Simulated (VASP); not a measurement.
Crystal: HfSi2B4.

```
CELL_PARAMETERS angstrom
5.20270 0.00000 0.00000
0.00000 5.20270 0.00000
0.00000 0.00000 3.28279
ATOMIC_POSITIONS crystal
Hf 0.00000 0.00000 0.00000
Si 0.00000 0.50000 0.50000
Si 0.50000 0.00000 0.50000
B 0.22100 0.22100 0.00000
B 0.77900 0.22100 0.00000
B 0.77900 0.77900 0.00000
B 0.22100 0.77900 0.00000
```

The cell was built by a generator and needn't be a form met in nature.

* Program: VASP 6.6.1
* Task: relaxation of cell and atoms
* Functional: PBE
* Potentials or basis: VASP PAW PBE potentials, release 64 (Hf_pv, Si, B)
* Cutoff: 520 eV
* k mesh: 4 × 4 × 5
* Occupations: gaussian, width 0.15 eV
* Spin: no spin polarisation

At the start: pressure 45.5 GPa; volume 12.69 Å³/atom.

Q: Where does the relaxation end?

A: Over 22 steps the energy falls by 3044.3 meV/atom and the volume is 11.10 Å³/atom (-12.5 %); space group P4/mmm (No. 123, to 0.05 Å).

Step by step:
```csv
step,energy change (eV),largest force (eV/Å),pressure (GPa),volume (Å³)
1,0.0000,16.4028,45.47,88.86
2,-9.8173,0.8058,-24.31,139.81
3,-14.3178,1.2996,-20.10,112.58
4,-14.4244,1.6224,-19.01,111.06
5,-14.4610,2.0898,-16.77,108.69
6,-17.7150,3.1880,-14.15,89.87
7,-6.5998,11.2517,209.18,46.63
8,-17.8574,4.3155,-3.30,81.86
9,-18.7578,3.6443,44.30,62.61
10,-19.0559,4.4325,21.17,68.89
11,-20.1303,2.0332,27.19,66.42
12,-20.2028,0.9430,30.40,65.65
13,-20.8455,0.4696,16.30,69.68
14,-21.2077,0.0026,1.64,75.53
15,-21.2178,0.0669,-0.45,76.66
16,-21.2179,0.0775,-0.97,76.90
17,-21.2570,0.1603,-0.45,76.96
18,-21.2936,0.3538,0.55,77.06
19,-21.2965,0.4181,0.92,77.08
20,-21.2964,0.4582,1.17,77.09
21,-21.3097,0.1206,0.15,77.59
22,-21.3100,0.0251,-0.16,77.73
```

Final structure:
```
Hf Si B
1.0
     4.96742    0.00000    0.00000
     0.00000    4.96742    0.00000
     0.00000    0.00000    3.15028
Hf Si B
1 2 4
Direct
  0.00000 0.00000 0.00000
  0.00000 0.50000 0.50000
  0.50000 0.00000 0.50000
  0.32530 0.32530 0.00000
  0.67470 0.32530 0.00000
  0.67470 0.67470 0.00000
  0.32530 0.67470 0.00000
```

Caveat: the k mesh is coarse (spacing up to 0.38 Å⁻¹), so the values aren't converged.
